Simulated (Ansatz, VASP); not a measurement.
Two plane-wave programs on CS2

```
CELL_PARAMETERS angstrom
3.64579 -2.99431 0.00000
3.64579 2.99431 0.00000
0.00000 0.00000 9.85126
ATOMIC_POSITIONS crystal
S 0.18152 0.81848 0.88687
S 0.31848 0.68152 0.38687
S 0.68152 0.31848 0.61313
S 0.81848 0.18152 0.11313
C 0.50000 0.50000 0.50000
C 0.00000 0.00000 0.00000
```

The cell comes from a database or a generator and needn't be the stable form of this composition.

Alike in both runs: task single point; functional PBEsol; k mesh 6 × 6 × 3; occupations fermi-dirac, width 0.05 eV; no spin polarisation.

|  | VASP | Ansatz |
| --- | --- | --- |
| version | VASP 6.6.1 | Ansatz 0.2.0 |
| potentials or method | VASP PAW PBE potentials, release 64 (S, C) | Ansatz PAW |
| plane-wave cutoff (eV) | 520 | 420 |
| valence electrons in the cell | 32 | 32 |

|  | VASP | Ansatz | Ansatz less VASP |
| --- | --- | --- | --- |
| gap on the k mesh at the Fermi level (eV) | 3.43 | 3.41 | -0.022 |
| least direct gap on the mesh (eV) | 3.43 | 3.41 | -0.022 |
| pressure (GPa) | -0.4 | -0.1 | +0.37 |
| largest component of the traceless stress (GPa) | 0.21 | 0.13 | -0.080 |
| rms of the force components (eV/Å) | 0.063 | 0.040 | -0.0225 |

Atom by atom the forces differ by 0.103 eV/Å (rms over components).

Caveats: the PAW data sets were made with another functional, which shifts forces and pressure a little (VASP); an odd mesh through Γ misses points on the zone boundary, where band edges often lie (VASP); odd divisions of the mesh miss points on the zone boundary, where band edges often lie, so the gap on the mesh can be too wide (Ansatz); the PAW data sets come from PBE, with cores solved anew for the run's functional, which leaves a small shift of forces and pressure (Ansatz). A hybrid or GW would open this gap; PBEsol tends to underestimate it.
